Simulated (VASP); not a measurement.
Data:

```
CELL_PARAMETERS angstrom
      0.00000     2.72557     2.72557
      2.72557     0.00000     2.72557
      2.72557     2.72557     0.00000
ATOMIC_POSITIONS crystal
  Si 0.25000 0.25000 0.25000
  Si 0.75000 0.75000 0.75000
  Ni 0.00000 0.00000 0.00000
```

All values below come from PBE GGA, VASP's PBE PAW potentials (set 64) (plane waves; VASP 6.6.1). Run with 480 eV cut-off, 10×10×10 Γ-centred mesh, first-order Methfessel-Paxton smearing of 0.10 eV, potentials Si Ni.

Problem. The ions, cell shape and volume at an external pressure of 1.0 GPa are relaxed. Which structure does the run end with?

Solution. 
```
CELL_PARAMETERS angstrom
      0.00000     2.71564     2.71564
      2.71564     0.00000     2.71564
      2.71564     2.71564     0.00000
ATOMIC_POSITIONS crystal
  Si 0.25000 0.25000 0.25000
  Si 0.75000 0.75000 0.75000
  Ni 0.00000 0.00000 0.00000
```
Space group Fm-3m (225), at a tolerance of 0.03 Å.

Problem. How do energy and volume change from the first to the last step?

Solution. The energy (σ→0) changes by +0.1 meV/atom and the volume by -1.1 %, in 3 ionic steps.

```tsv
step	E(σ→0) (eV)	max force (eV/Å)	pressure (GPa)	volume (Å³)
1	-17.3682	0.000	-0.63	40.50
2	-17.3639	0.000	2.43	39.70
3	-17.3678	0.000	1.01	40.05
```

The compound is NiSi2 in the fluorite structure. This run relaxes it under an external pressure of 1 GPa. Symmetry was kept, so distortions that lower it aren't found. The run is not spin-polarised, so no magnetic state was tried.
